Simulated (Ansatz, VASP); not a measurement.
## Y in two plane-wave programs

Aim: how closely do two programs agree when they are given the same cell, functional and k mesh? The cell is taken from a series of runs on this material, whose earlier steps may have relaxed, scaled, displaced or heated it; both programs get it as it stands.

Main program and level: Ansatz 0.2.0; plane waves, with VASP 6.6.1 beside it; zone-centre phonons at LDA.

## Step 1: Starting point

The structure is hexagonal, space group P6_3/mmc (No. 194). Conventional cell: a = 3.533 Å, b = 3.533 Å, c = 5.561 Å, α = 90.00°, β = 90.00°, γ = 120.00°. Y has 12 Y at 3.45 to 3.53 Å nearest.

## Step 2: VASP: zone-centre phonons, LDA, pair 1

Second derivatives magnify differences that forces hide, and they need a tight electronic threshold.

Lines of VASP's logs that name or quote its potential files are left out, and so is its time.

INCAR

```
SYSTEM = Y
PREC = Accurate
ENCUT = 500
EDIFF = 1E-08
NELM = 120
ISMEAR = 1
SIGMA = 0.2
LREAL = .FALSE.
ALGO = Normal
GGA = CA
NBANDS = 17
LASPH = .TRUE.
LORBIT = 11
LWAVE = .FALSE.
LCHARG = .FALSE.
ISIF = 2
IBRION = 8
GGA_COMPAT = .FALSE.
KPAR = 2
```

POSCAR

```
Y
1.0
    3.5326358082      0.0000000000      0.0000000000
   -1.7663179041      3.0593523522      0.0000000000
    0.0000000000      0.0000000000      5.5606488620
Y
2
Direct
    0.3333333320      0.6666666680      0.2500000000
    0.6666666680      0.3333333320      0.7500000000
```

KPOINTS

```
Automatic mesh
0
Gamma
15 15 8
0 0 0
```

Potentials, in the order of the species: Y_sv (LDA family, release 64).

Started as:

```sh
> mpirun -np 2 vasp_std
```

Numbers of over 12 decimals in the logs are rounded to 6 here.

The program printed:

```text
[banner, memory and clock lines left out]
running    2 mpi-ranks, on    1 nodes
 distrk:  each k-point on    1 cores,    2 groups
 distr:  one band on    1 cores,    1 groups

 POSCAR found type information on POSCAR Y
 POSCAR found :  1 types and       2 ions
 LDA part: xc-table for (Slater(with rela. corr.)+CA(PZ))
 , standard interpolation
 POSCAR, INCAR and KPOINTS ok, starting setup
 FFT: planning ... GRIDC
 FFT: planning ... GRID_SOFT
 FFT: planning ... GRID
 WAVECAR not read
 entering main loop
       N       E                     dE             d eps       ncg     rms          rms(c)
DAV:   1     0.861915766418E+02    0.86192E+02   -0.11256E+04  4590   0.121E+03
DAV:   2    -0.711223443110E+01   -0.93304E+02   -0.91984E+02  5735   0.265E+02
DAV:   3    -0.141011840633E+02   -0.69889E+01   -0.69387E+01  8226   0.440E+01
DAV:   4    -0.142632449200E+02   -0.16206E+00   -0.16198E+00  5535   0.702E+00
DAV:   5    -0.142665773137E+02   -0.33324E-02   -0.33319E-02  6795   0.777E-01    0.348E+01
DAV:   6    -0.139529220771E+02    0.31366E+00   -0.39167E-01  4920   0.398E+00    0.214E+01
DAV:   7    -0.139043022592E+02    0.48620E-01   -0.75730E-01  6469   0.490E+00    0.169E+00
DAV:   8    -0.138919425119E+02    0.12360E-01   -0.11995E-01  5750   0.214E+00    0.439E-01
DAV:   9    -0.138919998308E+02   -0.57319E-04   -0.46349E-03  6414   0.471E-01    0.158E-01
DAV:  10    -0.138919734537E+02    0.26377E-04   -0.42462E-04  6753   0.164E-01    0.502E-02
DAV:  11    -0.138919751552E+02   -0.17015E-05   -0.18405E-05  6299   0.302E-02    0.469E-02
DAV:  12    -0.138919744789E+02    0.67630E-06   -0.53715E-06  5483   0.191E-02    0.989E-03
DAV:  13    -0.138919743679E+02    0.11103E-06   -0.33192E-07  6068   0.480E-03    0.110E-03
DAV:  14    -0.138919743702E+02   -0.22733E-08   -0.10125E-08  4328   0.644E-04
   1 F= -.13891974E+02 E0= -.13891137E+02  d E =-.251120E-02
 Linear response reoptimize wavefunctions to high precision
DAV:   1    -0.138919743709E+02   -0.76989E-09   -0.17962E-09  4321   0.294E-04
DAV:   2    -0.138919743710E+02   -0.44565E-10   -0.25708E-10  3311   0.103E-04
 Linear response DOF=           2
 Linear response progress:
  Degree of freedom:   1/  2
       N       E                     dE             d eps       ncg     rms          rms(c)
RMM:   1    -0.260296209180E+00   -0.26030E+00    0.40035E+00 22593   0.106E+01
RMM:   2    -0.247348574514E+00    0.12948E-01   -0.19370E-01 33191   0.198E+00    0.164E-01
RMM:   3    -0.248841334248E+00   -0.14928E-02   -0.15080E-02 39046   0.600E-01    0.793E-02
RMM:   4    -0.249272899186E+00   -0.43156E-03   -0.25366E-03 45358   0.217E-01    0.289E-02
RMM:   5    -0.249345897950E+00   -0.72999E-04   -0.47502E-04 47544   0.945E-02    0.178E-02
RMM:   6    -0.249264174867E+00    0.81723E-04   -0.17001E-04 48206   0.358E-02    0.642E-03
RMM:   7    -0.249213259130E+00    0.50916E-04   -0.19027E-04 48608   0.193E-02    0.214E-03
RMM:   8    -0.249203041236E+00    0.10218E-04   -0.15701E-04 49853   0.105E-02    0.150E-03
RMM:   9    -0.249189657890E+00    0.13383E-04   -0.99947E-05 49373   0.655E-03    0.764E-04
RMM:  10    -0.249185861484E+00    0.37964E-05   -0.65088E-05 49438   0.440E-03    0.430E-04
RMM:  11    -0.249183494886E+00    0.23666E-05   -0.40782E-05 49382   0.328E-03    0.140E-04
RMM:  12    -0.249183759158E+00   -0.26427E-06   -0.26272E-05 49160   0.260E-03    0.203E-04
RMM:  13    -0.249183083831E+00    0.67533E-06   -0.17957E-05 49079   0.216E-03    0.149E-04
RMM:  14    -0.249183249671E+00   -0.16584E-06   -0.12425E-05 49158   0.185E-03    0.265E-04
RMM:  15    -0.249183384157E+00   -0.13449E-06   -0.87715E-06 48642   0.163E-03    0.276E-04
RMM:  16    -0.249183248906E+00    0.13525E-06   -0.59505E-06 48632   0.146E-03    0.276E-04
RMM:  17    -0.249183328419E+00   -0.79512E-07   -0.42805E-06 48137   0.132E-03    0.332E-04
RMM:  18    -0.249183477306E+00   -0.14889E-06   -0.29609E-06 48349   0.121E-03    0.391E-04
RMM:  19    -0.249183092549E+00    0.38476E-06   -0.21840E-06 47691   0.112E-03    0.346E-04
RMM:  20    -0.249183054669E+00    0.37880E-07   -0.14232E-06 48030   0.104E-03    0.366E-04
 first order change of Fermi-energy   0.18295E-04
 force on displaced ion       1 direction 1 :  -1.214   0.000   0.000
 Linear response progress:
  Degree of freedom:   2/  2
       N       E                     dE             d eps       ncg     rms          rms(c)
RMM:   1    -0.306434246083E+00   -0.30643E+00    0.41962E+00  7641   0.107E+01
RMM:   2    -0.297483734208E+00    0.89505E-02   -0.19836E-01 11360   0.195E+00    0.376E-01
RMM:   3    -0.299970682864E+00   -0.24869E-02   -0.13563E-02 12532   0.575E-01    0.165E-01
RMM:   4    -0.300723624722E+00   -0.75294E-03   -0.22378E-03 14753   0.223E-01    0.233E-02
RMM:   5    -0.300634589486E+00    0.89035E-04   -0.40114E-04 15342   0.920E-02    0.242E-02
RMM:   6    -0.300574681645E+00    0.59908E-04   -0.10111E-04 15884   0.414E-02    0.806E-03
RMM:   7    -0.300410779359E+00    0.16390E-03   -0.50285E-05 15769   0.181E-02    0.558E-03
RMM:   8    -0.300382806173E+00    0.27973E-04   -0.40696E-05 16166   0.962E-03    0.149E-03
RMM:   9    -0.300375195710E+00    0.76105E-05   -0.19904E-05 16365   0.535E-03    0.623E-04
RMM:  10    -0.300365415747E+00    0.97800E-05   -0.99764E-06 16341   0.344E-03    0.257E-04
RMM:  11    -0.300365729127E+00   -0.31338E-06   -0.22582E-06 16403   0.243E-03    0.156E-04
RMM:  12    -0.300365683056E+00    0.46071E-07    0.14707E-06 16210   0.191E-03    0.150E-04
RMM:  13    -0.300364277100E+00    0.14060E-05    0.26203E-06 15982   0.159E-03    0.624E-05
RMM:  14    -0.300365047927E+00   -0.77083E-06    0.30194E-06 16089   0.136E-03    0.112E-04
RMM:  15    -0.300366852443E+00   -0.18045E-05    0.24869E-06 15776   0.122E-03    0.372E-04
RMM:  16    -0.300365010000E+00    0.18424E-05    0.25561E-06 15495   0.110E-03    0.174E-04
RMM:  17    -0.300364890669E+00    0.11933E-06    0.23933E-06 15993   0.985E-04    0.181E-04
RMM:  18    -0.300364750758E+00    0.13991E-06    0.20344E-06 16206   0.910E-04    0.182E-04
RMM:  19    -0.300364686059E+00    0.64699E-07    0.20268E-06 16108   0.851E-04    0.194E-04
 first order change of Fermi-energy   0.29424E-04
 force on displaced ion       1 direction 3 :   0.000  -0.000  -3.401
 Linear response finished
```

OUTCAR, selected parts (step 2):

```text
ion  position               nearest neighbor table
   1  0.333  0.667  0.250-   2 3.45   2 3.45   2 3.45   2 3.45   2 3.45   2 3.45
   2  0.667  0.333  0.750-   1 3.45   1 3.45   1 3.45   1 3.45   1 3.45   1 3.45

  LATTYP: Found a hexagonal cell.
 ALAT       =     3.5326358082
 C/A-ratio  =     1.5740792892

 Subroutine GETGRP returns: Found 24 space group operations
 (whereof 12 operations were pure point group operations)

The static configuration has the point symmetry D_3d.
 The point group associated with its full space group is D_6h.

 Found    135 irreducible k-points:

   k-points           NKPTS =    135   k-points in BZ     NKDIM =    135   number of bands    NBANDS=     17

   dimension x,y,z NGX =    28 NGY =   28 NGZ =   42
   dimension x,y,z NGXF=    56 NGYF=   56 NGZF=   84

   ENCUT  =  500.0 eV  36.75 Ry    6.06 a.u.   6.44  6.44 10.14*2*pi/ulx,y,z

   NELECT =      22.0000    total number of electrons

 k-points in reciprocal lattice and weights: Automatic mesh
   0.00000000  0.00000000  0.00000000       0.001
   0.06666667  0.00000000  0.00000000       0.003
   0.13333333  0.00000000  0.00000000       0.003
   0.20000000  0.00000000  0.00000000       0.003
   0.26666667  0.00000000  0.00000000       0.003
   0.33333333  0.00000000  0.00000000       0.003
   0.40000000  0.00000000  0.00000000       0.003
   0.46666667  0.00000000  0.00000000       0.003
   0.06666667  0.06666667  0.00000000       0.003
[...]
0.33333333  0.26666667  0.50000000       0.007
   0.33333333  0.33333333  0.50000000       0.001

 average (electrostatic) potential at core
       1 -37.0132       2 -37.0132

  Total       -0.0593706     -0.0593706     -0.3108513      0.0000000      0.0000000     -0.0000000
  in kB       -1.5828078     -1.5828078     -8.2872305      0.0000000      0.0000000     -0.0000000
  external PRESSURE =      -3.8176154 kB  Pullay stress =       0.0000000 kB

  energy-cutoff  :      500.00
  volume of cell :       60.10
      direct lattice vectors                 reciprocal lattice vectors
     3.532635808  0.000000000  0.000000000     0.283074750  0.163433283  0.000000000
    -1.766317904  3.059352352  0.000000000     0.000000000  0.326866567  0.000000000
     0.000000000  0.000000000  5.560648862     0.000000000  0.000000000  0.179835128

 POSITION                                       TOTAL-FORCE (eV/Angst)
 -----------------------------------------------------------------------------------
     -0.00000      2.03957      1.39016         0.000000     -0.000000      0.000000
      1.76632      1.01978      4.17049        -0.000000      0.000000      0.000000
 -----------------------------------------------------------------------------------
    total drift:                                0.000001     -0.000000      0.000001

 Eigenvectors and eigenvalues of the dynamical matrix
 ----------------------------------------------------

   1 f  =    4.324222 THz    27.169889 2PiTHz  144.240524 cm-1    17.883538 meV
             X         Y         Z           dx          dy          dz
     -0.000000  2.039568  1.390162     0.000000    0.000000   -0.707107
      1.766318  1.019784  4.170487     0.000000    0.000000    0.707107

   2 f  =    2.583233 THz    16.230932 2PiTHz   86.167381 cm-1    10.683389 meV
             X         Y         Z           dx          dy          dz
     -0.000000  2.039568  1.390162    -0.707107   -0.000000    0.000000
      1.766318  1.019784  4.170487     0.707107   -0.000000    0.000000

   3 f  =    2.583233 THz    16.230932 2PiTHz   86.167381 cm-1    10.683389 meV
             X         Y         Z           dx          dy          dz
     -0.000000  2.039568  1.390162     0.000000    0.707107    0.000000
      1.766318  1.019784  4.170487    -0.000000   -0.707107    0.000000

   4 f  =    0.000000 THz     0.000000 2PiTHz    0.000001 cm-1     0.000000 meV
             X         Y         Z           dx          dy          dz
     -0.000000  2.039568  1.390162     0.362675    0.607014    0.000000
      1.766318  1.019784  4.170487     0.362675    0.607014    0.000000

   5 f  =    0.000000 THz     0.000000 2PiTHz    0.000000 cm-1     0.000000 meV
             X         Y         Z           dx          dy          dz
     -0.000000  2.039568  1.390162     0.000000    0.000000    0.707107
      1.766318  1.019784  4.170487     0.000000    0.000000    0.707107

   6 f/i=    0.000000 THz     0.000000 2PiTHz    0.000001 cm-1     0.000000 meV
             X         Y         Z           dx          dy          dz
     -0.000000  2.039568  1.390162    -0.607014    0.362675    0.000000
      1.766318  1.019784  4.170487    -0.607014    0.362675    0.000000

 ELASTIC MODULI CONTR FROM IONIC RELAXATION (kBar)
 Direction    XX          YY          ZZ          XY          YZ          ZX
 --------------------------------------------------------------------------------
 XX         -38.8613     38.8613     -0.0000     -0.0000      0.0000      0.0000
 YY          38.8613    -38.8613      0.0000      0.0000      0.0000      0.0000
 ZZ          -0.0000      0.0000     -0.0000     -0.0000      0.0000      0.0000
 XY          -0.0000      0.0000     -0.0000    -38.8613      0.0000      0.0000
 YZ           0.0000      0.0000      0.0000      0.0000      0.0000      0.0000
 ZX           0.0000      0.0000      0.0000      0.0000      0.0000      0.0000
 --------------------------------------------------------------------------------
```

## Step 3: Ansatz: zone-centre phonons, LDA, pair 1

Ansatz runs on its PAW soft_1 files.

The same cell, functional (in two slightly different forms), mesh and smearing now go to Ansatz, which takes its cutoff from its data sets.

input.yaml

```yaml
crystal:
  lattice:
    - [3.5326358082, 0.0, 0.0]
    - [-1.7663179041, 3.0593523522, 0.0]
    - [0.0, 0.0, 5.560648862]
  atoms:
    - { symbol: "Y", position: [0.333333332, 0.666666668, 0.25] }
    - { symbol: "Y", position: [0.666666668, 0.333333332, 0.75] }
kpoints:
  mp_grid: { grid: [15, 15, 8] }
hamiltonian:
  xc: lda
  pseudopotentials: { kind: paw, azcp: { folder: soft_1 }, xc_functional: pbe }
scf:
  occupations: { method: methfessel_paxton, width: 0.2 }
output:
  eigenvalues: true
phonons:
  method: dfpt
```

Started as:

```sh
> ansatz run input.yaml --threads 4 --pin off --max-ram 10240MiB --backend cpu --events-out ev --progress --plain --runs-dir out
```

The program printed:

```text
zone centre: on kpoints.mp_grid the ground state, and the responses unless they are solved on pairs of k-points, stand on 320 of the mesh's 1800 k-points, reduced under 4 symmetry operations, with k and −k counted as one. Each operation leaves every solved displacement unchanged or reverses it
Engine: ansatz 0.2.0, x86_64-unknown-linux-gnu
Pseudopotentials: kind: paw
Pseudopotential: Y, paw, valence charge 11, recommended cutoff 420 eV (normal), soft_1/Y.paw.azcp
Functional definition: SPW92
  exchange = slater_x
  correlation = pw_c
Crystal: 2 atoms, lattice volume = 60.097 Å³
Basis set: ecut = 420 eV, 1141 PW (Γ), exchange–correlation on 48×48×80 points (8 copies of the dense FFT grid, shifted against one another)
Bands: 15, of which v1, the nominal top of the filled ones, is band 11 counted from 1 (10 counted from 0)
Symmetry: 24 space group operations
k-points: 320 of 1800 (irreducible under 4 space group operations, time reversal used)
Non-local potential: Y, projectors of the file, l = 0: 3, l = 1: 2, l = 2: 2, l = 3: 1
PAW form: soft (Blöchl's): semilocal exchange-correlation on the pseudo side does not see the compensation charge
PAW frozen core: Y, regenerated for the run's functional, and the local potential with it (the file was generated under x = pbe(κ = 0.804, μ = 0.219515), c = pbe(β = 0.066725))
PAW one-centre angular grid: Y, 590 points (default); XC on 64 Gauss nodes
Initial density: superposition of atomic densities (chi_scale 0.1, normalization cell)
Initial wavefunctions: pseudopotential atomic-orbital guess
Functional: x = slater, c = lda
SCF iter   1: F=—  HF=-7491.200507 eV  |F-HF|=—  |Δ(HF+E_count)|=         —  Δρ=1.21e-2  dr2=1.38e-1  ethr=3.10e-3  ⟨swp⟩=4.4  Hψ=20396  notcnv=0
preconditioner: auto → Kerker (q_TF=auto, 2.308 Å⁻¹)  [metal: Δε(μ)=0.007 eV  Ē_g=2.688 eV  σ=0.200 eV  W_gap=0.03  n_scr=10 (ndim 8)  ℏωp=11.7 eV  f_vac=0.000  D(μ)=3.78/eV (n_scr^D=34)]
SCF iter   2: F=—  HF=-7491.169416 eV  |F-HF|=—  |Δ(HF+E_count)|=   3.11e-2  S|Δr|=    0.00e0  Δρ=7.67e-3  dr2=5.47e-2  ethr=6.27e-4  ⟨swp⟩=1.0  Hψ=7360  notcnv=0
SCF iter   3: F=—  HF=-7491.150284 eV  |F-HF|=—  |Δ(HF+E_count)|=   1.91e-2  S|Δr|=    0.00e0  Δρ=1.04e-3  dr2=6.75e-4  ethr=2.49e-4  ⟨swp⟩=2.9  Hψ=8406  notcnv=0
SCF iter   4: F=—  HF=-7491.150253 eV  |F-HF|=—  |Δ(HF+E_count)|=   3.10e-5  S|Δr|=    0.00e0  Δρ=1.98e-4  dr2=1.99e-5  ethr=3.07e-6  ⟨swp⟩=2.0  Hψ=5652  notcnv=0
SCF iter   5: F=—  HF=-7491.150249 eV  |F-HF|=—  |Δ(HF+E_count)|=   3.27e-6  S|Δr|=    0.00e0  Δρ=3.83e-5  dr2=6.11e-7  ethr=9.03e-8  ⟨swp⟩=2.1  Hψ=8320  notcnv=0
SCF iter   6: F=—  HF=-7491.150249 eV  |F-HF|=—  |Δ(HF+E_count)|=   3.28e-7  S|Δr|=    0.00e0  Δρ=6.60e-6  dr2=1.46e-8  ethr=2.78e-9  ⟨swp⟩=1.0  Hψ=4818  notcnv=0
SCF iter   7: F=—  HF=-7491.150249 eV  |F-HF|=—  |Δ(HF+E_count)|=   3.78e-9  S|Δr|=    0.00e0  Δρ=1.30e-6  dr2=7.79e-10  ethr=6.66e-11  ⟨swp⟩=1.9  Hψ=6775  notcnv=0
SCF iter   8: F=-7491.150249 eV  HF=-7491.150249 eV  |F-HF|=1.82e-12  |Δ(HF+E_count)|=  1.16e-10  S|Δr|=    0.00e0  Δρ=1.15e-7  dr2=6.63e-12  ethr=1.00e-12  ⟨swp⟩=5.0  Hψ=21671  notcnv=0
SCF 1 converged in 8 iterations: F = -7491.150249 eV  dr2 = 6.63e-12
  greatest PAW one-centre occupation: 0.992 electrons in one spin orbital (limit 2), on the Y atom at site 1 (counted from 0), in its partial waves of l = 0
DFPT response loops at Γ: preconditioner auto → Kerker (q_TF=auto, 2.308 Å⁻¹) (partly filled bands, converged f_vac=0.000); β = 1.00, the filter's whole step (`scf.mixing.beta` (0.50) is not read by the response loops under this deck's `scf.mixing.preconditioner`; to damp them name `kerker` or `kerker_dos`, under which they read `scf.mixing.beta`, and type it under 1.00, their step now; both keys bind the ground state too); Broyden in place of MSR1
SCF converged after 8 iterations
Stability not checked: this state was not tested for a lower state beside it, because cold or Methfessel-Paxton smearing, or corrected tetrahedra, fill the levels in a way that the test cannot read (fill_not_monotonic; see scf.lower_state_search)
Free energy (F): -7491.150249 eV
Harris-Foulkes:  -7491.150249 eV  (|F-HF|=1.82e-12)
Internal energy: -7491.147685 eV  (E = F + TS)
E sigma→0 (E₀):  -7491.149608 eV
Entropy (-TS):   -0.002564 eV (-1.282 meV/atom)
Fermi energy:    10.173969 eV
--- Per-component energies (eV) ---
  E_band       = -220.952380
  E_kinetic    = 634.045761
  E_local      = -1148.002669  (includes V_loc(G=0)·N_el)
  E_nonlocal   = 62.153699
  E_hartree    = 362.178892
  E_xc         = -354.164028
  E_vxc        = -410.226843  (∫ρ·V_xc dr)
  E_paw        = -5429.693848  (= ΣΔE_a)
  E_vpaw       = -83.280181  (= ΣTr[D̂ρ^β])
  E_aug_tail   = 0.000046  (compensation charges beyond the density's cutoff)
  E_ewald      = -1618.324708
  E_core_change = 0.659170  (= ΣΔE_core)
  E_smearing   = -0.002564  (= −TS)
  E_closure    = -0.000000  (closes the sum)
  Σ components = -7491.150249   (vs F -7491.150249, Δ=0.00e0)
--- Band table (eV; the first three rows and the last of 320) ---
  k-point 0: bands = [... 7 lower, -11.8106, 5.3925, 8.1567, 11.3920, 11.9458, 11.9458, 12.2517, 12.6111]
  k-point 1: bands = [... 7 lower, -11.8436, 5.5052, 8.1077, 11.2536, 11.8821, 11.8821, 12.1442, 12.5143]
  k-point 2: bands = [... 7 lower, -11.8699, 5.8305, 7.9119, 11.0096, 11.7905, 11.7905, 11.8551, 12.2890]
  k-point 319: bands = [... 7 lower, -11.9626, 8.7783, 8.7783, 10.3309, 10.3309, 10.9531, 10.9531, 12.7975]
--- Phonons (Γ-DFPT): 2 representative perturbations + reference, on 320 of 1800 k-points (Σ response iterations 6) ---
  k mesh reduced under 4 symmetry operations, with k and −k counted as one. Each operation leaves every solved displacement unchanged or reverses it
  ASR residual: 2.073e-5 → 0.000e0 eV/Å²; symmetrization residual: 2.600e-13 eV/Å²
  ASR residual per site (eV/Å²): 2.07e-5 2.07e-5
  Γ frequencies (cm⁻¹): 0.00 0.00 0.00 86.15 86.15 145.27
  non-analytic LO–TO correction: not included (Born effective charges unavailable; polar crystals: no LO–TO splitting at Γ)
```

## Step 4: Comparison

Known differences besides the potentials themselves: the two LDA forms differ slightly; the cutoff is 420 eV in Ansatz and 500 eV in VASP; VASP's log shows a relativistic correction to its local exchange, Ansatz's none. Total energies have different zeros and are not compared.

Compared:

| quantity | Ansatz | VASP | difference |
| --- | --- | --- | --- |
| optical mode 1 to 2 (cm⁻¹) | 86.2 | 86.2 | -0.02 % |
| optical mode 3 (cm⁻¹) | 145.3 | 144.2 | +0.71 % |

Modes are paired by rising frequency, not by their patterns, so a pair may set unlike modes beside each other; they are those without the splitting of longitudinal modes.

(Part 1 of 2 ends here.)

[Lines on the potential files, build, host, timing and source positions are cut from VASP's logs without a mark.]

[Logs are printed without paths, hosts, clocks, repeated set-up lines and the standing remarks that a program may print on its own settings, such as how far it seeks lower states.]

[Hosts, paths, dates, database ids (printed as entryN), source tags and the programs' standing remarks are cut or masked in the printed files.]
